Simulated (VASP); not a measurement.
# SiO2 (Cristobalite): NMR shieldings, part 2 of 6

Aim: NMR shielding tensors and field gradients of SiO2 (Cristobalite). The cell has space group P4_12_12. The start is a cell from a database of measured crystal structures.

VASP 6.6.1, plane waves and PAW; the level of theory is named at each step.

So far. Step 2 (Relaxation): At r2SCAN, with these data sets, the largest force is down to 0.0044 eV/Å.

The database entry behind the starting cell lists a temperature of 340 K, so it need not match the best structure at ambient conditions.

## 3. Ground state

This step: LDA; plane waves and PAW (Si, O) (VASP 6.6.1).

The next steps need an insulator, so the gap is checked first.

INCAR reads:

```
SYSTEM = SiO2
PREC = Accurate
ENCUT = 520
EDIFF = 1E-07
NELM = 100
ISMEAR = 0
SIGMA = 0.01
LREAL = .FALSE.
ALGO = Normal
GGA = CA
NBANDS = 44
LORBIT = 11
LWAVE = .FALSE.
LCHARG = .FALSE.
KPAR = 4
```

POSCAR reads:

```
SiO2
1.0
    4.9820000000      0.0000000000      0.0000000000
    0.0000000000      4.9820000000      0.0000000000
    0.0000000000      0.0000000000      6.9630000000
Si O
4 8
Direct
    0.8016427973      0.1983572027      0.7500000000
    0.6983572027      0.6983572027      0.5000000000
    0.1983572027      0.8016427973      0.2500000000
    0.3016427973      0.3016427973      0.0000000000
    0.1073847974      0.2387560611      0.8201229479
    0.2612439389      0.6073847974      0.0701229479
    0.8926152026      0.7612439389      0.3201229479
    0.7387560611      0.3926152026      0.5701229479
    0.6073847974      0.2612439389      0.9298770521
    0.7612439389      0.8926152026      0.6798770521
    0.3926152026      0.7387560611      0.4298770521
    0.2387560611      0.1073847974      0.1798770521
```

KPOINTS reads:

```
Automatic mesh
0
Gamma
5 5 4
0 0 0
```

Potentials, in the order of the species: Si and O (PBE family, release 64).

Started as:

```sh
$ mpirun -np 4 vasp_std
```

The program printed:

```text
[banner, memory and clock lines left out]
running    4 mpi-ranks, on    1 nodes
 distrk:  each k-point on    1 cores,    4 groups
 distr:  one band on    1 cores,    1 groups

 POSCAR found type information on POSCAR SiO
 POSCAR found :  2 types and      12 ions
 [... a notice as in an earlier step ...]

 LDA part: xc-table for (Slater(with rela. corr.)+CA(PZ))
 , standard interpolation
 POSCAR, INCAR and KPOINTS ok, starting setup
 FFT: planning ... GRIDC
 FFT: planning ... GRID_SOFT
 FFT: planning ... GRID
 WAVECAR not read
 entering main loop
       N       E                     dE             d eps       ncg     rms          rms(c)
DAV:   1     0.394093478588E+03    0.39409E+03   -0.32970E+04  1592   0.133E+03
DAV:   2    -0.845908578590E+02   -0.47868E+03   -0.46270E+03  2040   0.310E+02
DAV:   3    -0.115490408877E+03   -0.30900E+02   -0.30754E+02  1928   0.838E+01
DAV:   4    -0.115902747830E+03   -0.41234E+00   -0.41153E+00  1992   0.106E+01
DAV:   5    -0.115910227142E+03   -0.74793E-02   -0.74735E-02  1936   0.140E+00    0.272E+01
DAV:   6    -0.103806969103E+03    0.12103E+02   -0.46956E+01  1868   0.311E+01    0.127E+01
DAV:   7    -0.103605505059E+03    0.20146E+00   -0.12510E+00  1832   0.476E+00    0.478E+00
DAV:   8    -0.103490970560E+03    0.11453E+00   -0.72404E-02  1972   0.161E+00    0.178E+00
DAV:   9    -0.103474079868E+03    0.16891E-01   -0.26076E-02  1984   0.971E-01    0.254E-01
DAV:  10    -0.103475227281E+03   -0.11474E-02   -0.35950E-03  1876   0.282E-01    0.112E-01
DAV:  11    -0.103475125923E+03    0.10136E-03   -0.11747E-03  1904   0.173E-01    0.218E-02
DAV:  12    -0.103475125994E+03   -0.71199E-07   -0.30870E-05  1884   0.290E-02    0.875E-03
DAV:  13    -0.103475127743E+03   -0.17495E-05   -0.90848E-06  1880   0.135E-02    0.352E-03
DAV:  14    -0.103475127942E+03   -0.19884E-06   -0.29932E-07  1556   0.290E-03    0.917E-04
DAV:  15    -0.103475127959E+03   -0.17108E-07   -0.25098E-08  1248   0.855E-04
   1 F= -.10347513E+03 E0= -.10347513E+03  d E =-.473575E-19
```

The job ended after 22 s (4 MPI ranks of Intel Xeon 6975P-C (Granite Rapids), shared host; peak memory 1 GiB).

OUTCAR, selected parts (step 3):

```text
 Found     18 irreducible k-points:

   k-points           NKPTS =     18   k-points in BZ     NKDIM =     18   number of bands    NBANDS=     44

   NELECT =      64.0000    total number of electrons

 E-fermi :  -0.1722

 k-point     1 :       0.0000    0.0000    0.0000
  band No.  band energies     occupation
    ...
     28      -1.4418      2.00000
     29      -0.8881      2.00000
     30      -0.5073      2.00000
     31      -0.5073      2.00000
     32      -0.2311      2.00000
     33       5.2484      0.00000
     34       8.3064      0.00000
     35       8.3064      0.00000
     36       8.7865      0.00000
     37       8.7865      0.00000
    ...

 k-point     2 :       0.2000    0.0000    0.0000
  band No.  band energies     occupation
    ...
     28      -1.3899      2.00000
     29      -0.9580      2.00000
     30      -0.6402      2.00000
     31      -0.5454      2.00000
     32      -0.3513      2.00000
     33       5.6645      0.00000
     34       8.4073      0.00000
     35       8.4206      0.00000
     36       8.8135      0.00000
     37       8.8163      0.00000
    ...

  Total       -0.0815199     -0.0815199     -0.2473246      0.0000000      0.0000000     -0.0000000
  in kB       -0.7557368     -0.7557368     -2.2928415      0.0000000      0.0000000     -0.0000000
  external PRESSURE =      -1.2681050 kB  Pullay stress =       0.0000000 kB

 POSITION                                       TOTAL-FORCE (eV/Angst)
 -----------------------------------------------------------------------------------
      3.99378      0.98822      5.22225        -0.011000      0.011000     -0.000000
      3.47922      3.47922      3.48150         0.011000      0.011000     -0.000000
      0.98822      3.99378      1.74075         0.011000     -0.011000     -0.000000
      1.50278      1.50278      0.00000        -0.011000     -0.011000     -0.000000
      0.53499      1.18948      5.71052         0.002138     -0.006434     -0.011962
      1.30152      3.02599      0.48827         0.006434      0.002138     -0.011962
      4.44701      3.79252      2.22902        -0.002138      0.006434     -0.011962
      3.68048      1.95601      3.96977        -0.006434     -0.002138     -0.011962
      3.02599      1.30152      6.47473         0.002138      0.006434      0.011962
      3.79252      4.44701      4.73398         0.006434     -0.002138      0.011962
      1.95601      3.68048      2.99323        -0.002138     -0.006434      0.011962
      1.18948      0.53499      1.25248        -0.006434      0.002138      0.011962
 -----------------------------------------------------------------------------------
    total drift:                                0.000000     -0.000000      0.000000

  FREE ENERGIE OF THE ION-ELECTRON SYSTEM (eV)
  ---------------------------------------------------
  free  energy   TOTEN  =      -103.4751279594 eV

  energy  without entropy=     -103.4751279594  energy(sigma->0) =     -103.47512796

 total charge
# of ion       s       p       d       tot
------------------------------------------
    1        0.647   1.014   0.000   1.660
    2        0.647   1.014   0.000   1.660
    3        0.647   1.014   0.000   1.660
    4        0.647   1.014   0.000   1.660
    5        1.537   3.683   0.000   5.220
    6        1.537   3.683   0.000   5.220
    7        1.537   3.683   0.000   5.220
    8        1.537   3.683   0.000   5.220
    9        1.537   3.683   0.000   5.220
   10        1.537   3.683   0.000   5.220
   11        1.537   3.683   0.000   5.220
   12        1.537   3.683   0.000   5.220
--------------------------------------------------
tot         14.884  33.517   0.000  48.401

[... 6 parts as in an earlier step ...]

[... 7 further parts left out ...]
```

The gap is read on the k-mesh alone, so it is an upper bound where the band edges lie off the mesh. The PAW data sets were made with PBE, though LDA sets exist; this is a small mismatch.

This step gave:

* free energy (TOTEN): -103.4751 eV
* Fermi energy: -0.1722 eV
* pressure: -0.1268 GPa
* gap on the k-mesh: 5.479 eV
* least direct gap on the k-mesh: 5.479 eV

The cell has a gap of 5.48 eV on this mesh.

[end of part 2 of 6]

[Lines on the potential files, build, host, timing and source positions are cut from VASP's logs without a mark.]

[Logs are printed without paths, hosts, clocks, repeated set-up lines and the standing remarks that a program may print on its own settings, such as how far it seeks lower states.]

[Hosts, paths, dates, database ids (printed as entryN), source tags and the programs' standing remarks are cut or masked in the printed files.]
